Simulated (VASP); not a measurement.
BiTe:

```xyz
2
Lattice="0.0000 3.2350 3.2350 3.2350 0.0000 3.2350 3.2350 3.2350 0.0000" Properties=species:S:1:pos:R:3 pbc="T T T"
Bi    0.0000    0.0000    0.0000
Te    3.2350    3.2350    3.2350
```

Base run:

| Quantity | Value |
| --- | --- |
| Program | VASP 6.6.1 |
| Functional | r2SCAN |
| Potentials or basis | VASP PAW PBE potentials, release 64 (Bi_d, Te) |
| Cutoff | 520 eV |
| k mesh | 10 × 10 × 10 |
| Occupations | fermi-dirac, width 0.03 eV |
| Spin | no spin polarisation |

Its results: band gap on the k mesh none (metal or under the smearing width); pressure 0.0 GPa.

Q: The run is repeated on the same cell with these changes: functional from r2SCAN to PBEsol; further incar settings from ALGO = Normal; EDIFF = 1e-08; NBANDS = 18 to ALGO = Fast; EDIFF = 1e-06; NBANDS = 18. What comes out?

A: Band gap on the k mesh none (metal or under the smearing width); pressure -1.7 GPa.

Caveats: the PAW data sets were made with another functional, which shifts forces and pressure a little; spin-orbit coupling is left out, which moves the levels of the heavy elements.

Not every run made on this cell is shown here.
